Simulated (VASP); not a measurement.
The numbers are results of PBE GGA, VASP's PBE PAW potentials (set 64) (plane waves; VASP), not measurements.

The input files of a VASP run:

POSCAR:
```
KI
1
    0.0000000000     3.5930912037     3.5930912037
    3.5930912037     0.0000000000     3.5930912037
    3.5930912037     3.5930912037     0.0000000000
K I
1 1
Direct
  0.0000000000   0.0000000000   0.0000000000
  0.5000000000   0.5000000000   0.5000000000
```

**KPOINTS**
```
Automatic mesh
0
Gamma
8 8 8
0 0 0
```

### INCAR
```
LASPH = T
PREC = Accurate
ISMEAR = 0   # Gaussian
CSHIFT = 0.1
SIGMA = 0.01
LREAL = F   # projection in real space or not
SYSTEM = KI
GGA = PE
LCHARG = F
LWAVE = F
LMAXMIX = 4   # l cut-off of mixed one-centre charges
ENCUT = 400
LOPTICS = T
ALGO = Normal   # blocked Davidson
NBANDS = 36
EDIFF = 1E-7
NELM = 100   # most electronic steps
NEDOS = 1001   # DOS grid
```

POTCAR, in this order: K_sv I (PBE.64 set). Program: vasp_std.

The run wrote:

### OSZICAR
```
       N       E                     dE             d eps       ncg     rms          rms(c)
DAV:   1     0.905458125629E+02    0.90546E+02   -0.48056E+03  2088   0.309E+02
DAV:   2    -0.140135421613E+01   -0.91947E+02   -0.85914E+02  2536   0.108E+02
DAV:   3    -0.548072085768E+01   -0.40794E+01   -0.40404E+01  2784   0.195E+01
DAV:   4    -0.565448140706E+01   -0.17376E+00   -0.17357E+00  3016   0.317E+00
DAV:   5    -0.565543541826E+01   -0.95401E-03   -0.95399E-03  2704   0.258E-01    0.280E+00
DAV:   6    -0.556424781781E+01    0.91188E-01   -0.22942E-02  2492   0.729E-01    0.194E+00
DAV:   7    -0.555876209484E+01    0.54857E-02   -0.45555E-02  2568   0.684E-01    0.790E-01
DAV:   8    -0.556434274785E+01   -0.55807E-02   -0.64865E-03  2520   0.271E-01    0.211E-01
DAV:   9    -0.556485500272E+01   -0.51225E-03   -0.49868E-04  2744   0.671E-02    0.667E-02
DAV:  10    -0.556497028756E+01   -0.11528E-03   -0.79161E-05  2544   0.223E-02    0.284E-02
DAV:  11    -0.556503320259E+01   -0.62915E-04   -0.59288E-05  2352   0.203E-02    0.211E-02
DAV:  12    -0.556503283233E+01    0.37026E-06   -0.13769E-06  2608   0.295E-03    0.164E-02
DAV:  13    -0.556503215758E+01    0.67475E-06   -0.15763E-06  2380   0.325E-03    0.117E-02
DAV:  14    -0.556503245751E+01   -0.29993E-06   -0.10786E-07  2432   0.830E-04    0.725E-03
DAV:  15    -0.556503271304E+01   -0.25553E-06   -0.14336E-08  2140   0.315E-04    0.839E-04
DAV:  16    -0.556503275737E+01   -0.44331E-07   -0.41395E-09  1340   0.162E-04
   1 F= -.55650328E+01 E0= -.55650328E+01  d E =-.122519E-14
 imaginary and real dielectric function
```

**OUTCAR**
```
------------------------ aborting loop because EDIFF is reached ----------------------------------------
  FORCE on cell =-STRESS in cart. coord.  units (eV):
  Direction    XX          YY          ZZ          XY          YZ          ZX
  --------------------------------------------------------------------------------------
  Total        0.0019030      0.0019030      0.0019030      0.0000000     -0.0000000      0.0000000
  in kB        0.0328635      0.0328635      0.0328635      0.0000000     -0.0000000      0.0000000
  external PRESSURE =       0.0328635 kB  Pullay stress =       0.0000000 kB
  volume of cell :       92.78
      direct lattice vectors                 reciprocal lattice vectors
     0.000000000  3.593091204  3.593091204    -0.139155944  0.139155944  0.139155944
     3.593091204  0.000000000  3.593091204     0.139155944 -0.139155944  0.139155944
     3.593091204  3.593091204  0.000000000     0.139155944  0.139155944 -0.139155944
  FREE ENERGIE OF THE ION-ELECTRON SYSTEM (eV)
  ---------------------------------------------------
  free  energy   TOTEN  =        -5.5650327574 eV

  energy  without entropy=       -5.5650327574  energy(sigma->0) =       -5.56503276

 plasma frequency squared (from intraband transitions) (eV^2)
  --------------------------------------------------------------------------------------
       0.000      -0.000       0.000
      -0.000       0.000      -0.000
      -0.000      -0.000       0.000

 plasma frequency squared (from interband transitions, int dw w eps(2)(w)) (eV^2)
  --------------------------------------------------------------------------------------
     204.456       0.000       0.000      -0.000       0.000       0.000
       0.000       0.000     204.456       0.000       0.000       0.000
       0.000      -0.000       0.000      -0.000     204.456       0.000
```
(Selected blocks of OUTCAR.)

The compound is KI in the rock salt structure. It was relaxed first, which changed the volume by +5 %.
